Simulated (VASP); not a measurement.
# 1T-SnSe2 monolayer and its bilayer, part 5 of 5

Aim: relax 1T-SnSe2 monolayer, place its levels against the vacuum, then find how two sheets stack and bind.

VASP 6.6.1, plane waves and PAW; the level of theory is named at each step.

So far. Step 12 (A rigid stacking): Energy at zero smearing: -12.34992 eV. Step 13 (Relaxing the bilayer): The run ended after 22 ionic steps, 0.005 eV below its first step, once the forces on the free atoms met EDIFFG = -0.004.

## Step 14: Levels and bands of the bilayer

Level of this step: optB86b-vdW; plane waves and PAW (Sn, Se) (VASP).

The same static run as for one sheet shows what the neighbour does to the levels.

File INCAR:

```
SYSTEM = SnSe2
PREC = Normal
ENCUT = 350
EDIFF = 1E-06
NELM = 120
ISMEAR = 0
SIGMA = 0.03
LREAL = .FALSE.
ALGO = Fast
GGA = MK
AGGAC = 0
LUSE_VDW = .TRUE.
PARAM1 = 0.1234
PARAM2 = 1
LASPH = .TRUE.
NBANDS = 22
LORBIT = 11
LWAVE = .FALSE.
LCHARG = .FALSE.
KPAR = 4
IDIPOL = 3
LDIPOL = .TRUE.
DIPOL = 0.5 0.5 0.5
LVHAR = .TRUE.
LVACPOTAV = .TRUE.
NEDOS = 1500
```

File POSCAR:

```
SnSe2
1.0
    3.8295151334      0.0000000000      0.0000000000
   -1.9147575667      3.3164573897      0.0000000000
    0.0000000000      0.0000000000     26.5159255072
Sn Se
2 4
Direct
    0.0000000000      0.0000000000      0.3844819840
    0.0000000000      0.0000000000      0.6155180160
    0.3333333300      0.6666666700      0.3239933842
    0.6666666700      0.3333333300      0.4451355592
    0.3333333300      0.6666666700      0.5548644408
    0.6666666700      0.3333333300      0.6760066158
```

File KPOINTS:

```
Automatic mesh
0
Gamma
9 9 1
0 0 0
```

File KPOINTS_OPT:

```
Line mode
14
Line-mode
Reciprocal
  0.00000000   0.00000000   0.00000000 GAMMA
  0.50000000   0.00000000   0.00000000 M

  0.50000000   0.00000000   0.00000000 M
  0.33333333   0.33333333   0.00000000 K

  0.33333333   0.33333333   0.00000000 K
  0.00000000   0.00000000   0.00000000 GAMMA
```

The projector-augmented-wave data sets are Sn and Se (PBE family, release 64).

On the command line:

```console
$ mpirun -np 4 vasp_std
```

Output:

```text
[... set-up lines as in an earlier step ...]
 entering main loop
       N       E                     dE             d eps       ncg     rms          rms(c)
DAV:   1     0.208899309108E+03    0.20890E+03   -0.88149E+03   528   0.798E+02
DAV:   2     0.114102135137E+02   -0.19749E+03   -0.19078E+03   802   0.169E+02
DAV:   3    -0.122247674904E+02   -0.23635E+02   -0.23302E+02   618   0.669E+01
DAV:   4    -0.129224480816E+02   -0.69768E+00   -0.69481E+00   708   0.132E+01
DAV:   5    -0.129392089760E+02   -0.16761E-01   -0.16753E-01   676   0.193E+00    0.670E+00
RMM:   6    -0.124248322453E+02    0.51438E+00   -0.76822E-01   542   0.317E+00    0.407E+00
RMM:   7    -0.123800028876E+02    0.44829E-01   -0.72634E-01   584   0.312E+00    0.936E-01
RMM:   8    -0.123553278227E+02    0.24675E-01   -0.88998E-02   595   0.137E+00    0.177E-01
RMM:   9    -0.123560488430E+02   -0.72102E-03   -0.99885E-03   661   0.513E-01    0.892E-02
RMM:  10    -0.123560979316E+02   -0.49089E-04   -0.22193E-03   687   0.213E-01    0.373E-02
RMM:  11    -0.123561225792E+02   -0.24648E-04   -0.44516E-04   656   0.106E-01    0.161E-02
RMM:  12    -0.123561570331E+02   -0.34454E-04   -0.11431E-04   703   0.493E-02    0.840E-03
RMM:  13    -0.123562097418E+02   -0.52709E-04   -0.25034E-05   673   0.251E-02    0.234E-03
RMM:  14    -0.123562490910E+02   -0.39349E-04   -0.82118E-06   557   0.121E-02    0.126E-03
RMM:  15    -0.123563057762E+02   -0.56685E-04   -0.13707E-05   540   0.104E-02    0.146E-03
RMM:  16    -0.123563146657E+02   -0.88895E-05   -0.45260E-06   510   0.592E-03    0.640E-04
RMM:  17    -0.123563144267E+02    0.23899E-06   -0.95537E-07   437   0.314E-03
 [... a notice as in an earlier step ...]

   1 F= -.12356314E+02 E0= -.12356314E+02  d E =-.289851E-11
 Start KPOINTS_OPT (optional k-point list driver)
k-point batch [1-12\42]
       N       E                     dE             ncg
DAV:   1    -0.150412715140E+02   -0.36214E+04      528
DAV:   2    -0.223929478398E+04   -0.22243E+04      834
DAV:   3    -0.251651965941E+04   -0.27722E+03      632
DAV:   4    -0.252477402150E+04   -0.82544E+01      738
DAV:   5    -0.252494826280E+04   -0.17424E+00      674
DAV:   6    -0.252495590637E+04   -0.76436E-02      770
DAV:   7    -0.252495604251E+04   -0.13614E-03      704
DAV:   8    -0.252495604730E+04   -0.47847E-05      602
DAV:   9    -0.252495604760E+04   -0.30400E-06      484
[...]
k-point batch [37-42\42]
       N       E                     dE             ncg
DAV:   1     0.375442383309E+04   -0.59425E+03      272
DAV:   2     0.267571547804E+04   -0.10787E+04      404
DAV:   3     0.253758852081E+04   -0.13813E+03      330
DAV:   4     0.253274840634E+04   -0.48401E+01      380
DAV:   5     0.253266718067E+04   -0.81226E-01      332
DAV:   6     0.253266379675E+04   -0.33839E-02      396
DAV:   7     0.253266373858E+04   -0.58170E-04      340
DAV:   8     0.253266373619E+04   -0.23888E-05      322
DAV:   9     0.253266373613E+04   -0.61546E-07      228
```

Run time: 49 s. Hardware: 4 MPI ranks of AMD EPYC 9R45, shared host; peak memory 1.7 GiB.

OUTCAR, selected parts (step 14):

```text
   NELECT =      32.0000    total number of electrons

 E-fermi :  -1.7126

 k-point     1 :       0.0000    0.0000    0.0000
  band No.  band energies     occupation
    ...
     12      -2.3387      2.00000
     13      -2.0359      2.00000
     14      -2.0359      2.00000
     15      -1.9314      2.00000
     16      -1.9314      2.00000
     17      -0.6431      0.00000
     18       0.2097      0.00000
     19       1.1931      0.00000
     20       1.2950      0.00000
     21       2.5852      0.00000
    ...

Total vdW correction in eV:      7.9055370

  Total        0.4054854      0.4054854     -0.0275200      0.0000000      0.0000000      0.0000000
  in kB        1.9291272      1.9291272     -0.1309284      0.0000000      0.0000000      0.0000000
  external PRESSURE =       1.2424420 kB  Pullay stress =       0.0000000 kB

 POSITION                                       TOTAL-FORCE (eV/Angst)
 -----------------------------------------------------------------------------------
      0.00000      0.00000     10.19490        -0.000000     -0.000000      0.000357
      0.00000      0.00000     16.32103        -0.000000      0.000000     -0.000357
     -0.00000      2.21097      8.59098         0.000000     -0.000000     -0.000575
      1.91476      1.10549     11.80318         0.000000     -0.000000      0.000310
     -0.00000      2.21097     14.71274        -0.000000      0.000000     -0.000310
      1.91476      1.10549     17.92494        -0.000000      0.000000      0.000575
 -----------------------------------------------------------------------------------
    total drift:                               -0.000000      0.000000      0.000000

  FREE ENERGIE OF THE ION-ELECTRON SYSTEM (eV)
  ---------------------------------------------------
  free  energy   TOTEN  =       -12.3563144267 eV

  energy  without entropy=      -12.3563144267  energy(sigma->0) =      -12.35631443

Total vdW correction in eV:      7.9055283

 vacuum level on the upper side and lower side of the slab         4.221         4.221

[... 9 parts as in an earlier step ...]

[... 9 further parts left out ...]
```

Numbers from this step:

| Property | Result |
| --- | --- |
| electronic steps | 17 |
| Fermi energy | -1.713 eV |
| least gap on mesh and path | 0.5785 eV |
| least direct gap on mesh and path | 0.8761 eV |
| vacuum levels | 4.221, 4.221 eV |
| ionisation potentials of the upper and lower face | 6.064, 6.064 eV |
| electron affinities of the upper and lower face | 5.486, 5.486 eV |

Electronic bands along the path, in eV, zero at the valence-band top; v1 is the highest filled band, c1 the lowest empty one:

```tsv
point	v4	v3	v2	v1	c1	c2	c3	c4
Γ	-0.19	-0.19	-0.09	-0.09	1.20	2.05	3.04	3.14
0.54 of the way	-1.19	-0.44	-0.32	-0.10	1.39	1.79	3.90	4.26
M	-1.10	-0.74	-0.56	-0.30	0.58	0.92	3.84	4.10
0.54 of the way	-1.25	-1.14	-0.76	-0.53	1.39	1.56	4.64	4.85
K	-1.31	-1.31	-0.62	-0.62	1.30	1.95	4.70	4.70
0.54 of the way	-1.00	-0.89	-0.68	-0.18	2.06	2.07	4.48	4.55
Γ	-0.19	-0.19	-0.09	-0.09	1.20	2.05	3.04	3.14
```

Of the projections kept (Sn, Se), the largest for each band there; the rest of the weight can lie on other orbitals:

```tsv
point	v4	v3	v2	v1	c1	c2	c3	c4
Γ	Se 0.88	Se 0.88	Se 0.88	Se 0.88	Se 0.57	Se 0.59	Sn 0.70	Sn 0.63
M	Se 0.84	Se 0.88	Se 0.89	Se 0.89	Se 0.52	Se 0.56	Sn 0.60	Se 0.56
K	Se 0.88	Se 0.88	Se 0.89	Se 0.89	Se 0.59	Se 0.62	Sn 0.54	Sn 0.54
Γ	Se 0.88	Se 0.88	Se 0.88	Se 0.88	Se 0.57	Se 0.59	Sn 0.70	Sn 0.63
```

The planar average of the electrostatic potential oscillates, so the rows of the table below give means over windows of 1 Å about each position, cut where the curve ends. Its maxima inside the range that stand out by 2 % of the span (Å: eV): 9.4: -4.71, 10.9: -4.68, 13.3: 4.82, 15.6: -4.68, 17.2: -4.71. Its minima: 8.8: -6.28, 10.2: -7.81, 11.6: -6.27, 14.9: -6.27, 16.3: -7.81, 17.7: -6.28.

Zero at the Fermi level. Planar average of the electrostatic potential against height; means over each step:

height (Å), planar average of the electrostatic potential (eV) and a bar from the least value:
```
        0       5.93 ##############################
        1       5.93 ##############################
        2       5.93 ##############################
        3       5.93 ##############################
        4       5.93 ##############################
        5       5.93 ##############################
        6       5.90 ##############################
        7       5.38 #############################
        8      -1.11 ##############
        9      -5.67 ###
       10      -6.93 
       11      -5.58 ###
       12      -4.61 #####
       13       3.84 #########################
       14       0.06 ################
       15      -5.75 ###
       16      -6.61 #
       17      -5.76 ###
       18      -5.27 ####
       19       3.42 ########################
       20       5.79 ##############################
       21       5.92 ##############################
       22       5.93 ##############################
       23       5.93 ##############################
       24       5.93 ##############################
       25       5.93 ##############################
       26       5.93 ##############################
```

Density of states in the PAW spheres, an atom over height of the layer and energy from the Fermi level.

Ten even steps from '0' (0.00 states/eV) to '9' (1.36 states/eV), each cell a mean:
```
000000
000000
415514
829928
524425
423324
222222
443344
343343
232232
121121
122221
132231
000000
000000
000000
010010
131131
030030
191191
010010
000000
```
Columns: height of the layer (Å) from 8.6 to 17.9 (not evenly spaced); rows upwards: energy from the Fermi level (eV) from -7.9 to 0.5.

The map of layer states is cut here 0.5 eV above the Fermi level, so it leaves out the states above that.

The vacuum level lies 6.06 eV above the highest filled level at the upper face; both faces agree, as the slab has next to no dipole.

The program found no field-free point at its default tolerance, but its printed level agrees with the flat part of the planar average.

## Step 15: Derived quantities

This step: monolayer and bilayer, optB86b-vdW; plane waves and PAW (VASP 6.6.1).

This step runs nothing: it gathers the runs above.

This step gave:

```
polarisability per area of the slab or monolayer : 0.4253 Å
gap with spin orbit                              : 0.6757 eV
binding energy                                   : -21.26 meV/Å²
interlayer gap                                   : 2.910 Å
bilayer gap                                      : 0.5785 eV
bilayer level below vacuum                       : 6.064 eV
lattice a                                        : 3.830 Å
lattice b                                        : 3.830 Å
thickness                                        : 3.208 Å
monolayer gap                                    : 0.722 eV
ionisation potential at the upper face           : 6.109 eV
```

VASP counts both for electrons: a positive EFIELD is a field along -c, and a positive dipole, in electrons times A, points along -c. Field, by row:

```tsv
EFIELD (eV/Å)	dipole along z of the monolayer (e Å)	energy change of the monolayer (eV)
-0.1	-0.03751	-0.001879
0	0	0
0.1	0.03751	-0.001879
```

Rigid sheets, 3.1 Å apart. Stackings, by row:

```tsv
stacking	energy above the lowest (meV/Å²)
same orientation, shift 0.00 0.00	0
turned by 180 degrees, shift 0.33 0.67	0.07108
same orientation, shift 0.67 0.33	2.272
same orientation, shift 0.33 0.67	17.78
turned by 180 degrees, shift 0.00 0.00	21.5
```

The polarisability is the slope of the dipole against the field, as a volume for each unit of area.

## Step 16: Outcome

- lattice a: 3.83 Å
- monolayer gap: 0.722 eV
- gap with spin orbit: 0.676 eV
- binding energy: -21.3 meV/Å²
- interlayer gap: 2.91 Å
- bilayer gap: 0.579 eV
- polarisability per area of the slab or monolayer: 0.425 Å

What this shows: The monolayer relaxes to a = 3.830 Å and has a gap of 0.72 eV (0.68 eV with spin-orbit coupling). The ionisation potential is 6.11 eV at both faces. Of 5 rigid stackings the lowest has the upper sheet in the same orientation and shifted by (0.00, 0.00) in cell vectors, and the highest lies 21.5 meV/Å² above it. Relaxed, the sheets lie 2.91 Å apart and bind by 21.3 meV/Å². The next stacking lies close, and only the lowest was relaxed, so the order could change. The second sheet narrows the gap, to 0.58 eV. All runs are without spin polarisation. The bilayer keeps the monolayer's lattice, and only high-symmetry stackings were tried. Semilocal gaps are too small. Levels against the vacuum, binding and the bilayer's gap are without spin-orbit coupling.

[Lines on the potential files, build, host, timing and source positions are cut from VASP's logs without a mark.]

[Logs are printed without paths, hosts, clocks, repeated set-up lines and the standing remarks that a program may print on its own settings, such as how far it seeks lower states.]

[Hosts, paths, dates, database ids (printed as entryN), source tags and the programs' standing remarks are cut or masked in the printed files.]

[Runs that stopped without an error message from VASP are left out.]
